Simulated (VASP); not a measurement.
A run of VASP 6.6.1:

The input INCAR:

```
  ALGO = Fast
  EDIFF = 1E-4
  EDIFFG = -0.08
  ENCUT = 520
  GGA = PE
  IBRION = 2
  ISIF = 3
  ISMEAR = 0
  KPAR = 2
  LASPH = T
  LCHARG = F
  LREAL = F
  LWAVE = F
  NELM = 60
  NSW = 24
  PREC = Normal
  SIGMA = 0.15
```

KPOINTS

```
k-points
0
Gamma
  4 4 3
```

Contents of POSCAR:

```
AlB2Sb3
1.0
    5.1597825900      0.0000000000      0.0000000000
   -2.5798913000      4.4685028000      0.0000000000
    0.0000000000      0.0000000000      6.0737754100
Al B Sb
1 2 3
Direct
    0.0000000000      0.0000000000      0.0000000000
    0.3333333300      0.6666666700      0.5000000000
    0.6666666700      0.3333333300      0.5000000000
    0.6368429000      0.0000000000      0.5000000000
    0.0000000000      0.6368429000      0.5000000000
    0.3631571000      0.3631571000      0.5000000000
```

Potentials or basis: VASP PAW PBE potentials, release 64 (Al, B, Sb).

Command:

```sh
$ cat potpaw_PBE.64/Al/POTCAR potpaw_PBE.64/B/POTCAR potpaw_PBE.64/Sb/POTCAR > POTCAR
$ mpirun -np 2 vasp_std > vasp.out
```

Hardware: 2 MPI ranks on Intel(R) Xeon(R) 6975P-C (Granite Rapids), with other jobs on the host.

Task: How long does it take, and how much memory?

Result: Wall time 99 s on 2 MPI ranks on Intel(R) Xeon(R) 6975P-C (Granite Rapids) (shared host), peak memory 0.18 GiB a rank. Counts: scf iterations 201, k points 8, ion steps 22.
